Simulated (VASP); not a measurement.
Input:

```
Ti
1.0
    1.46422    -2.53611     0.00000
    1.46422     2.53611     0.00000
    0.00000     0.00000     4.64226
Ti
2
Direct
  0.33333   0.66667   0.25000
  0.66667   0.33333   0.75000
```

Method: PBE GGA, VASP's PBE PAW potentials (set 64) (plane waves; VASP). Settings: 400 eV cut-off, 13×13×7 Γ-centred mesh, first-order Methfessel-Paxton smearing of 0.10 eV, potentials Ti_sv.

Task: What does the run give for the energy per atom (σ→0), band gap (on the k-mesh) with the smallest direct gap where there is one?

Result: 
- band gap (on the k-mesh): none (metal, semimetal or under 0.01 eV)
- energy per atom (σ→0): -755.2 kJ/mol-atom

The absolute energy has meaning only against runs of the same code, potentials and settings.

The compound is Ti in the hcp structure. It was relaxed first. The start is the result of an earlier pass.
